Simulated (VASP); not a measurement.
An input for Ansatz (written as the equivalent of a VASP run, and not itself run):

Ansatz 0.2 input:
```yaml
crystal:
  lattice:
    - [0.0000000, 1.8875042, 1.8875042]
    - [1.8875042, 0.0000000, 1.8875042]
    - [1.8875042, 1.8875042, 0.0000000]
  atoms:
    - { symbol: Al, position: [0.0000000, 0.0000000, 0.0000000] }
kpoints:
  mp_grid: { grid: [17, 17, 17] }
hamiltonian:
  xc: lda
  pseudopotentials: { kind: paw }
scf:
  occupations: { method: methfessel_paxton, width: 0.1 }
  max_iter: 100
relax:
  max_steps: 40
  f_tol: 0.02
  cell: { p_target: 30 }
output: { forces: true, stress: true, eigenvalues: true }
```

**Question.** Write the VASP files for the same calculation (LDA).

**Answer.** This is not unique; one that fits is 
**POSCAR**
```
Al
1.0
  0.0000000000   1.8875042223   1.8875042223
  1.8875042223   0.0000000000   1.8875042223
  1.8875042223   1.8875042223   0.0000000000
Al
1
Cart
  0.0000000000   0.0000000000   0.0000000000
```

File KPOINTS:
```
Regular mesh
0
G
17 17 17
```

### INCAR
```
SYSTEM = Al
PREC = Accurate
ENCUT = 500
EDIFF = 1E-6
NELM = 100
ALGO = Normal
LREAL = .FALSE.
LASPH = .TRUE.
ISMEAR = 1
SIGMA = 0.1
LWAVE = .FALSE.
LCHARG = .FALSE.
IBRION = 2
ISIF = 3
NSW = 40
EDIFFG = -0.02
PSTRESS = 300
```

POTCAR, in this order: Al (LDA.64 set). Program: vasp_std.

What does not carry over: each code has its own PAW files, so the cut-off isn't converted (ENCUT is set for VASP's; basis.ecutwfc is left out, and Ansatz then takes the one that its files recommend); Ansatz stops its SCF on the density residual and VASP on the energy change (EDIFF); Ansatz's lda is the Perdew-Wang form, while the LDA potentials of VASP carry Perdew-Zunger's.

The compound is Al in the fcc structure. This run relaxes it under an external pressure of 30 GPa. Symmetry was kept, so distortions that lower it aren't found.
